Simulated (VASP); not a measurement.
FCSSeH: single point with HSE06+D3(BJ)

FCSSeH, in a box:

```
F C S Se H
1.0
    12.00000    0.00000    0.00000
     0.00000   11.00000    0.00000
     0.00000    0.00000   12.00000
F C S Se H
1 1 1 1 1
Cartesian
  5.1986 5.1098 7.3529
  5.6119 5.3289 6.1105
  7.1660 6.0690 6.0326
  4.6529 4.8989 4.7056
  7.3731 6.1430 7.3624
```

- Program: VASP 6.6.1
- Task: single point
- Functional: HSE06
- Dispersion: D3(BJ)
- Potentials or basis: VASP PAW PBE potentials, release 64 (F, C, S, Se, H)
- Cutoff: 520 eV
- k mesh: 1 × 1 × 1
- Occupations: gaussian, width 0.01 eV
- Spin: no spin polarisation
- Grid for exact exchange (PRECFOCK): Fast
- Screening parameter: 0.2 1/A
- Further INCAR settings: ALGO = Normal; EDIFF = 1e-06

```
Largest force                   : 0.558 eV/Å
Gap between the frontier levels : 3.77 eV
Dispersion energy per atom      : -0.018 eV
```

Forces on the atoms (eV/Å):
```
F   -0.151 -0.078  0.407
C    0.278  0.141 -0.463
S   -0.142 -0.069  0.115
Se   0.028  0.013  0.052
H   -0.013 -0.006 -0.111
```

Levels at points of the mesh, in eV from the valence-band top:
```csv
k point,band 10,band 11,band 12,band 13,band 14,band 15
"(0.00, 0.00, 0.00)",-2.83,-0.49,0.00,3.77,5.62,5.82
```

Run time: 7.9 min on 1 thread of Intel(R) Xeon(R) Platinum 8559C (Emerald Rapids), on a shared host, peak memory 1.3 GiB.

Caveat: the PAW data sets were made with another functional, which shifts forces and pressure a little.
